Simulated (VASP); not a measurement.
Output of a VASP run:

File OSZICAR:
```
...
DAV:  48    -0.385715721659E+03   -0.63233E-02   -0.42411E-04   936   0.139E-01    0.147E-01
DAV:  49    -0.385724450305E+03   -0.87286E-02   -0.39245E-04   904   0.111E-01    0.131E-01
DAV:  50    -0.385728815303E+03   -0.43650E-02   -0.32550E-04   960   0.116E-01    0.114E-01
DAV:  51    -0.385737539713E+03   -0.87244E-02   -0.18673E-03   896   0.211E-01    0.869E-02
DAV:  52    -0.385737981830E+03   -0.44212E-03   -0.25179E-04  1136   0.625E-02    0.712E-02
DAV:  53    -0.385737912520E+03    0.69310E-04   -0.91420E-05  1104   0.363E-02    0.555E-02
DAV:  54    -0.385737901947E+03    0.10573E-04   -0.28224E-04  1072   0.531E-02    0.335E-02
DAV:  55    -0.385738194291E+03   -0.29234E-03   -0.17000E-04  1072   0.699E-02    0.336E-02
DAV:  56    -0.385735543323E+03    0.26510E-02   -0.82520E-04  1064   0.150E-01    0.381E-02
DAV:  57    -0.385736404532E+03   -0.86121E-03   -0.78092E-05   928   0.454E-02    0.365E-02
DAV:  58    -0.385736712548E+03   -0.30802E-03   -0.75919E-06   888   0.184E-02    0.359E-02
DAV:  59    -0.385737635210E+03   -0.92266E-03   -0.18788E-04  1040   0.876E-02    0.196E-02
DAV:  60    -0.385738056932E+03   -0.42172E-03   -0.80028E-05  1048   0.510E-02    0.149E-02
DAV:  61    -0.385736449952E+03    0.16070E-02   -0.32302E-04   896   0.964E-02    0.110E-02
DAV:  62    -0.385737570024E+03   -0.11201E-02   -0.10572E-04   896   0.503E-02    0.108E-02
DAV:  63    -0.385737722583E+03   -0.15256E-03   -0.15294E-05  1112   0.212E-02    0.123E-02
DAV:  64    -0.385737723917E+03   -0.13345E-05   -0.12834E-05  1024   0.292E-02    0.935E-03
DAV:  65    -0.385738049471E+03   -0.32555E-03   -0.32725E-05   896   0.329E-02    0.544E-03
DAV:  66    -0.385738162317E+03   -0.11285E-03   -0.19907E-05   880   0.217E-02    0.954E-03
DAV:  67    -0.385738232418E+03   -0.70101E-04   -0.90507E-06   784   0.208E-02    0.846E-03
DAV:  68    -0.385738255951E+03   -0.23533E-04   -0.40511E-05   896   0.327E-02    0.378E-03
DAV:  69    -0.385738199075E+03    0.56875E-04   -0.13298E-05   808   0.181E-02    0.167E-03
DAV:  70    -0.385738237598E+03   -0.38523E-04   -0.48076E-06   728   0.149E-02    0.135E-03
DAV:  71    -0.385738207515E+03    0.30084E-04   -0.21283E-06   648   0.970E-03    0.239E-03
DAV:  72    -0.385738223651E+03   -0.16136E-04   -0.51638E-07   528   0.375E-03    0.220E-03
DAV:  73    -0.385738251937E+03   -0.28286E-04   -0.21343E-06   664   0.655E-03    0.168E-03
DAV:  74    -0.385738270101E+03   -0.18164E-04   -0.30536E-06   728   0.826E-03    0.132E-03
DAV:  75    -0.385738272206E+03   -0.21052E-05   -0.42079E-07   480   0.391E-03    0.857E-04
DAV:  76    -0.385738270390E+03    0.18168E-05   -0.23559E-07   448   0.221E-03    0.681E-04
DAV:  77    -0.385738270590E+03   -0.20004E-06   -0.30922E-08   448   0.102E-03
   1 F= -.38573827E+03 E0= -.38573827E+03  d E =-.385738E+03
       N       E                     dE             d eps       ncg     rms          rms(c)
DAV:   1    -0.385738510529E+03   -0.24014E-03   -0.15873E-02  1184   0.782E-01    0.664E-02
DAV:   2    -0.385738368679E+03    0.14185E-03   -0.44800E-04  1160   0.187E-01    0.300E-02
DAV:   3    -0.385738365355E+03    0.33239E-05   -0.17351E-04  1216   0.111E-01    0.489E-03
DAV:   4    -0.385738359446E+03    0.59086E-05   -0.27792E-05   936   0.347E-02    0.295E-03
DAV:   5    -0.385738366673E+03   -0.72268E-05   -0.65833E-06   752   0.136E-02    0.175E-03
DAV:   6    -0.385738368250E+03   -0.15767E-05   -0.11282E-06   584   0.807E-03    0.101E-03
DAV:   7    -0.385738368272E+03   -0.22546E-07   -0.44154E-07   488   0.484E-03
   2 F= -.38573837E+03 E0= -.38573837E+03  d E =-.976824E-04
```

OUTCAR:
```
------------------------ aborting loop because EDIFF is reached ----------------------------------------
  FORCE on cell =-STRESS in cart. coord.  units (eV):
  Direction    XX          YY          ZZ          XY          YZ          ZX
  --------------------------------------------------------------------------------------
  Total       -0.0230244     -0.0230244     -0.0270766     -0.0000000      0.0000000      0.0000000
  in kB       -0.1491124     -0.1491124     -0.1753560     -0.0000000      0.0000000      0.0000000
  external PRESSURE =      -0.1578602 kB  Pullay stress =       0.0000000 kB
  volume of cell :      247.39
      direct lattice vectors                 reciprocal lattice vectors
     3.876441089 -0.000000014 -0.000000000     0.257968580  0.148938180  0.000000000
    -1.938220068  3.357096746  0.000000000     0.000000001  0.297876432  0.000000000
    -0.000000000 -0.000000000 19.010242034     0.000000000 -0.000000000  0.052603223
 POSITION                                       TOTAL-FORCE (eV/Angst)
 -----------------------------------------------------------------------------------
      3.87644     -0.00000      0.00371         0.000000     -0.000000      0.008726
     -1.93822      3.35710      9.50884         0.000000     -0.000000      0.008726
      1.93822      1.11903     15.82985         0.000000     -0.000000     -0.014299
     -0.00000      2.23807      6.32473        -0.000000     -0.000000     -0.014299
      1.93822      1.11903      3.16483         0.000000     -0.000000      0.002295
     -0.00000      2.23807     12.66995         0.000000     -0.000000      0.002295
      1.93822      3.35710     16.62430         0.000000     -0.000000     -0.001980
      0.00000      0.00000      7.11918        -0.000000      0.000000     -0.001980
      1.93822      1.11903     13.46091        -0.000000     -0.000000     -0.003701
     -0.00000      2.23807      3.95579         0.000000      0.000000     -0.003701
      1.93822      1.11903      0.79357         0.000000     -0.000000      0.008959
     -0.00000      2.23807     10.29869        -0.000000      0.000000      0.008959
 -----------------------------------------------------------------------------------
    total drift:                                0.000000      0.000000      0.000277
  FREE ENERGIE OF THE ION-ELECTRON SYSTEM (eV)
  ---------------------------------------------------
  free  energy   TOTEN  =      -385.7383682721 eV

  energy  without entropy=     -385.7383682716  energy(sigma->0) =     -385.73836827

 reached required accuracy - stopping structural energy minimisation
```
(Selected blocks of OUTCAR.)

POSCAR:
```
BiB
1
    3.8761774793    -0.0000000137     0.0000000000
   -1.9380882632     3.3568684533     0.0000000000
    0.0000000000     0.0000000000    19.0056760072
B Bi
6 6
Direct
  0.0000000000   0.0000000000   0.0001584051
  0.0000000000   0.0000000000   0.5001584051
  0.6666670000   0.3333330000   0.8327718493
  0.3333330000   0.6666670000   0.3327718493
  0.6666670000   0.3333330000   0.1664547873
  0.3333330000   0.6666670000   0.6664547873
  0.0000000000   0.0000000000   0.8744789703
  0.0000000000   0.0000000000   0.3744789703
  0.6666670000   0.3333330000   0.7081147662
  0.3333330000   0.6666670000   0.2081147662
  0.6666670000   0.3333330000   0.0417212218
  0.3333330000   0.6666670000   0.5417212218
```

### Question
Write an INCAR and KPOINTS that could have produced this output.

### Answer
This is not unique; one that fits is the input of the run itself, r2SCAN meta-GGA, plane waves, VASP's PBE PAW potentials (set 64).

**KPOINTS**
```
Automatic mesh
0
Gamma
6 6 1
0 0 0
```

**INCAR**
```
# general
SYSTEM =BiB
PREC   =Accurate
ENCUT  =520
LREAL  =F
LASPH  =T

# electronic loop
EDIFF  =1E-6
NELM   =100
ALGO   =Normal
LMAXMIX=4
LMIXTAU=T

# smearing
ISMEAR =0
SIGMA  =0.05

# functional
METAGGA=R2SCAN

# ions
IBRION =2
NSW    =60
ISIF   =3
EDIFFG =-0.02

# output
LWAVE  =F
LCHARG =F
```

POTCAR, in this order: B Bi_d (PBE.64 set). Program: vasp_std.

The structure was generated: BiB was put into the 6H type (P6_3mc), which need not be its known phase. This run relaxes it. Symmetry was kept, so distortions that lower it aren't found. The start is the result of an earlier pass.
